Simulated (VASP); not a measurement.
```yaml
crystal:
  lattice:
    - [1.34973, -2.33781, 0.00000]
    - [1.34973, 2.33781, 0.00000]
    - [0.00000, 0.00000, 4.25981]
  atoms:
    - { symbol: Ru, position: [0.33333, 0.66667, 0.25000] }
    - { symbol: Ru, position: [0.66667, 0.33333, 0.75000] }
```

These are PBE GGA with D3 dispersion (Becke-Johnson damping), VASP's PBE PAW potentials (set 64) (plane waves; VASP) values and carry that method's errors. Settings: 520 eV cut-off, Gaussian smearing of 0.050 eV, potentials Ru_pv.

### Question
Give the energies of bands 7 to 17 at the high-symmetry points, in eV from the Fermi level.

### Answer

```tsv
band	Γ	M	K	A	L	H
7	-8.05	-6.25	-5.68	-6.11	-6.14	-4.77
8	-6.29	-5.58	-4.38	-6.11	-6.14	-4.77
9	-2.65	-5.44	-4.38	-2.82	-4.59	-4.17
10	-2.65	-3.09	-3.83	-2.82	-4.59	-4.17
11	-2.44	-2.09	-2.88	-2.82	-1.09	-2.75
12	-1.95	-1.82	-2.88	-2.82	-1.09	-2.75
13	-1.95	-1.53	-1.09	-2.73	0.45	-1.21
14	-1.44	1.42	1.02	-2.73	0.45	-1.21
15	-1.44	1.85	1.02	0.55	1.68	1.23
16	1.19	1.95	1.48	0.55	1.68	1.23
17	1.19	4.11	7.06	0.55	3.42	8.52
```

It has no gap at this level: it comes out as a metal or semimetal.

The compound is Ru in the hcp structure. It was relaxed first.
